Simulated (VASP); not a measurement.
SnO$_{2}$ (rutile) is relaxed at rising pressure, each step from the one before. Symmetry mostly holds the structure type, and other phases were not tried. The mesh follows the cell, and a change of mesh leaves a small step in the series.

Here is the system:

```
SnO2
1.0
    4.83272     0.00000     0.00000
    0.00000     4.83272     0.00000
    0.00000     0.00000     3.24083
Sn O
2 4
Cartesian
  0.00000   0.00000   0.00000
  2.41636   2.41636   1.62041
  1.48164   1.48164   0.00000
  3.89800   0.93472   1.62041
  0.93472   3.89800   1.62041
  3.35108   3.35108   0.00000
```

The numbers are results of PBE GGA, VASP's PBE PAW potentials (set 64) (plane waves; VASP), not measurements. Numerical set-up: 620 eV cut-off, 5×5×7 Γ-centred mesh, Gaussian smearing of 0.050 eV, potentials Sn_d O.

Unless said otherwise, spin-orbit coupling is left out, though it shifts the bands of the heavy elements here.

```tsv
P (GPa)	V (Å³/atom)	H − H(0) (eV/atom)	space group	gap on the mesh (eV)	k-mesh
0	12.62	0.000	P4_2/mnm	0.64	5×5×7
5	12.27	0.389	P4_2/mnm	0.90	5×5×7
10	11.98	0.767	P4_2/mnm	1.16	5×5×7
20	?	?	P4_2/mnm	1.63	5×5×7
30	11.08	2.205	P4_2/mnm	2.06	5×5×7
45	?	?	P4_2/mnm	2.62	5×5×7
```

Task: Complete the blanks.

Result: 
- 45, V (Å³/atom): 10.60
- 45, H − H(0) (eV/atom): 3.220
- 20, V (Å³/atom): 11.48
- 20, H − H(0) (eV/atom): 1.500

Pressures at which the relaxation failed are left out.

The compound is SnO2 in the rutile structure.
